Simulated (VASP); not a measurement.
Output of a VASP run:

OUTCAR:
```
 ion  position               nearest neighbor table
   1  0.000  0.000  0.000-   4 1.85   5 1.85   4 1.85   5 1.85   3 1.87   6 1.87
   2  0.500  0.500  0.500-   3 1.85   6 1.85   3 1.85   6 1.85   5 1.87   4 1.87
   3  0.305  0.305  0.000-   2 1.85   2 1.85   1 1.87
   4  0.805  0.195  0.500-   1 1.85   1 1.85   2 1.87
   5  0.195  0.805  0.500-   1 1.85   1 1.85   2 1.87
   6  0.695  0.695  0.000-   2 1.85   2 1.85   1 1.87
  LATTYP: Found a simple tetragonal cell.
 ALAT       =     4.3362000000
 C/A-ratio  =     0.6522727273
 Subroutine PRICEL returns:
 Original cell was already a primitive cell.
 Subroutine GETGRP returns: Found 16 space group operations
The static configuration has the point symmetry D_2h.
 The point group associated with its full space group is D_4h.
The dynamic configuration has the point symmetry D_2h.
The overall configuration has the point symmetry D_2h.
 Subroutine INISYM returns: Found 16 space group operations
 Subroutine IBZKPT returns following result:
 Found      9 irreducible k-points:

 Following reciprocal coordinates:
            Coordinates               Weight
  0.000000  0.000000  0.000000      1.000000
  0.333333  0.000000  0.000000      4.000000
  0.333333  0.333333  0.000000      4.000000
  0.000000  0.000000  0.200000      2.000000
  0.333333  0.000000  0.200000      8.000000
  0.333333  0.333333  0.200000      8.000000
  0.000000  0.000000  0.400000      2.000000
  0.333333  0.000000  0.400000      8.000000
  0.333333  0.333333  0.400000      8.000000
   k-points           NKPTS =      9   k-points in BZ     NKDIM =      9   number of bands    NBANDS=     30
   number of dos      NEDOS =    301   number of ions     NIONS =      6
   total plane-waves  NPLWV =  14112
   dimension x,y,z NGX =    28 NGY =   28 NGZ =   18
   dimension x,y,z NGXF=    56 NGYF=   56 NGZF=   36
   ions per type =               2   4
   PREC   = accura    normal or accurate (medium, high low for compatibility)
   ISTART =      0    job   : 0-new  1-cont  2-samecut
   ICHARG =      2    charge: 1-file 2-atom 10-const
   ISPIN  =      2    spin polarized calculation?
   LNONCOLLINEAR =      F non collinear calculations
   LSORBIT =      F    spin-orbit coupling
   INIWAV =      1    electr: 0-lowe 1-rand  2-diag
   ENCUT  =  400.0 eV  29.40 Ry    5.42 a.u.   7.07  7.07  4.61*2*pi/ulx,y,z
   NELM   =    100;   NELMIN=  2; NELMDL= -5     # of ELM steps
   EDIFF  = 0.1E-05   stopping-criterion for ELM
   LREAL  =      F    real-space projection
   NLSPLINE    = F    spline interpolate recip. space projectors
   LMAXMIX     =    4 max onsite mixed and CHGCAR
   VOSKOWN=      0    Vosko Wilk Nusair interpolation
   EDIFFG = 0.1E-04   stopping-criterion for IOM
   NSW    =      0    number of steps for IOM
   NBLOCK =      1;   KBLOCK =      1    inner block; outer block
   IBRION =     -1    ionic relax: 0-MD 1-quasi-New 2-CG
   NFREE  =      0    steps in history (QN), initial steepest desc. (CG)
   ISIF   =      2    stress and relaxation
   ISYM   =      2    0-nonsym 1-usesym 2-fastsym
   TEIN   =    0.0    initial temperature
   TEBEG  =    0.0;   TEEND  =   0.0 temperature during run
   SMASS  =  -3.00    Nose mass-parameter (am)
   PSTRESS=    0.0 pullay stress
   NELECT =      50.0000    total number of electrons
   EFERMI =   0.00;   METHOD = LEGACY
   ISMEAR =    -1;   SIGMA  =   0.02  broadening in eV -4-tet -1-fermi 0-gaus
   IALGO  =     38    algorithm
   LDIAG  =      T    sub-space diagonalisation (order eigenvalues)
   IMIX   =      4    mixing-type and parameters
     AMIX     =   0.40;   BMIX     =  1.00
     AMIX_MAG =   1.60;   BMIX_MAG =  1.00
     AMIN     =   0.10
   GGA     = PE    functional components
   VOSKOWN =     0    Vosko Wilk Nusair interpolation
   LHFCALC =     F    Hartree Fock is set to
   LHFONE  =     F    Hartree Fock one center treatment
   AEXX    =    0.0000 exact exchange contribution
   IVDW    =     0    specifies the selected vdW correction
   LEPSILON=     F    determine dielectric tensor
   LRPA    =     F    only Hartree local field effects (RPA)
...
```

### OSZICAR
```
       N       E                     dE             d eps       ncg     rms          rms(c)
DAV:   1     0.577936329865E+03    0.57794E+03   -0.25117E+04  1152   0.171E+03
DAV:   2     0.915556555360E+01   -0.56878E+03   -0.53705E+03  1146   0.515E+02
DAV:   3    -0.611117613719E+02   -0.70267E+02   -0.68158E+02  1424   0.175E+02
DAV:   4    -0.635028181745E+02   -0.23911E+01   -0.23212E+01  1200   0.313E+01
DAV:   5    -0.635442256996E+02   -0.41408E-01   -0.41402E-01  1164   0.445E+00    0.473E+01
DAV:   6    -0.567181607620E+02    0.68261E+01   -0.15967E+02  1362   0.119E+02    0.486E+01
DAV:   7    -0.501328256525E+02    0.65853E+01   -0.10807E+02  1384   0.119E+02    0.213E+01
DAV:   8    -0.481330887157E+02    0.19997E+01   -0.79567E+00  1180   0.284E+01    0.844E+00
DAV:   9    -0.478153500659E+02    0.31774E+00   -0.19190E+00  1428   0.144E+01    0.305E+00
DAV:  10    -0.478336634180E+02   -0.18313E-01   -0.19511E-01  1146   0.359E+00    0.157E+00
DAV:  11    -0.478309701596E+02    0.26933E-02   -0.22070E-02  1104   0.110E+00    0.432E-01
DAV:  12    -0.478307648026E+02    0.20536E-03   -0.39872E-03  1356   0.814E-01    0.153E-01
DAV:  13    -0.478307951931E+02   -0.30391E-04   -0.21094E-04  1218   0.120E-01    0.607E-02
DAV:  14    -0.478307847348E+02    0.10458E-04   -0.82356E-05  1236   0.790E-02    0.260E-02
DAV:  15    -0.478307824304E+02    0.23044E-05   -0.41329E-05  1092   0.842E-02    0.168E-02
DAV:  16    -0.478307820748E+02    0.35564E-06   -0.89069E-06  1056   0.412E-02
   1 F= -.47830782E+02 E0= -.47829713E+02  d E =-.213755E-02  mag=     0.0000
```

OUTCAR:
```
------------------------ aborting loop because EDIFF is reached ----------------------------------------
  FORCE on cell =-STRESS in cart. coord.  units (eV):
  Direction    XX          YY          ZZ          XY          YZ          ZX
  --------------------------------------------------------------------------------------
  Total        2.3995274      2.3995274      2.8622034      0.0000000      0.0000000      0.0000000
  in kB       72.2901546     72.2901546     86.2291186      0.0000000      0.0000000      0.0000000
  external PRESSURE =      76.9364759 kB  Pullay stress =       0.0000000 kB
  volume of cell :       53.18
      direct lattice vectors                 reciprocal lattice vectors
     4.336200000  0.000000000  0.000000000     0.230616669  0.000000000  0.000000000
     0.000000000  4.336200000  0.000000000     0.000000000  0.230616669  0.000000000
     0.000000000  0.000000000  2.828385000     0.000000000  0.000000000  0.353558656
 POSITION                                       TOTAL-FORCE (eV/Angst)
 -----------------------------------------------------------------------------------
      0.00000      0.00000      0.00000        -0.000000      0.000000      0.000000
      2.16810      2.16810      1.41419        -0.000000      0.000000      0.000000
      1.32254      1.32254      0.00000        -0.283816     -0.283816     -0.000000
      3.49064      0.84556      1.41419        -0.283816      0.283816      0.000000
      0.84556      3.49064      1.41419         0.283816     -0.283816      0.000000
      3.01366      3.01366      0.00000         0.283816      0.283816      0.000000
 -----------------------------------------------------------------------------------
    total drift:                                0.000000      0.000000      0.000000
  FREE ENERGIE OF THE ION-ELECTRON SYSTEM (eV)
  ---------------------------------------------------
  free  energy   TOTEN  =       -47.8307820748 eV

  energy  without entropy=      -47.8286445280  energy(sigma->0) =      -47.82971330

 total charge

# of ion       s       p       d       tot
------------------------------------------
    1        0.373   6.510   4.970  11.854
    2        0.373   6.510   4.970  11.854
    3        1.597   3.498   0.000   5.095
    4        1.597   3.498   0.000   5.095
    5        1.597   3.498   0.000   5.095
    6        1.597   3.498   0.000   5.095
--------------------------------------------------
tot          7.133  27.014   9.940  44.088

 magnetization (x)

# of ion       s       p       d       tot
------------------------------------------
    1        0.012   0.020   2.391   2.424
    2       -0.012  -0.020  -2.391  -2.424
    3       -0.001  -0.046   0.000  -0.047
    4        0.001   0.046   0.000   0.047
    5        0.001   0.046   0.000   0.047
    6       -0.001  -0.046   0.000  -0.047
--------------------------------------------------
tot          0.000   0.000  -0.000  -0.000
```
(Selected blocks of OUTCAR.)

File POSCAR:
```
MnO2
1
    4.3362000000     0.0000000000     0.0000000000
    0.0000000000     4.3362000000     0.0000000000
    0.0000000000     0.0000000000     2.8283850000
Mn O
2 4
Direct
  0.0000000000   0.0000000000   0.0000000000
  0.5000000000   0.5000000000   0.5000000000
  0.3050000000   0.3050000000   0.0000000000
  0.8050000000   0.1950000000   0.5000000000
  0.1950000000   0.8050000000   0.5000000000
  0.6950000000   0.6950000000   0.0000000000
```

Q: Write an INCAR and KPOINTS that could have produced this output.

A: Several could match; the one computed here: the input of the run itself, PBE GGA, plane waves, VASP's PBE PAW potentials (set 64).

### INCAR
```
ISMEAR = -1
LCHARG = .FALSE.
NELM = 100   # most electronic steps
ISIF = 2   # forces and stress, cell fixed
LWAVE = .FALSE.
LREAL = .FALSE.   # projection in real space or not
ENCUT = 400
PREC = Accurate
LASPH = .TRUE.   # aspherical one-centre terms
MAGMOM = 3.0 -3.0 4*0.0
ALGO = Normal   # blocked Davidson
SIGMA = 0.02
EDIFF = 1E-6   # SCF stop (eV)
LORBIT = 11   # lm-projected
SYSTEM = MnO2
GGA = PE   # PBE
ISPIN = 2   # spin-polarised
LMAXMIX = 4   # l cut-off of mixed one-centre charges
```

File KPOINTS:
```
Automatic mesh
0
Gamma
3 3 5
0 0 0
```

POTCAR, in this order: Mn_pv O (PBE.64 set). Program: vasp_std.

At this cut-off the stress carries a Pulay error, which pulls relaxed volumes low.

The structure is a typed MnO2 crystal (P4_2/mnm). The cell was not relaxed at this level. The k-mesh is coarse (spacing up to 0.48 per Å, 2π included), so the numbers may not be converged in it.
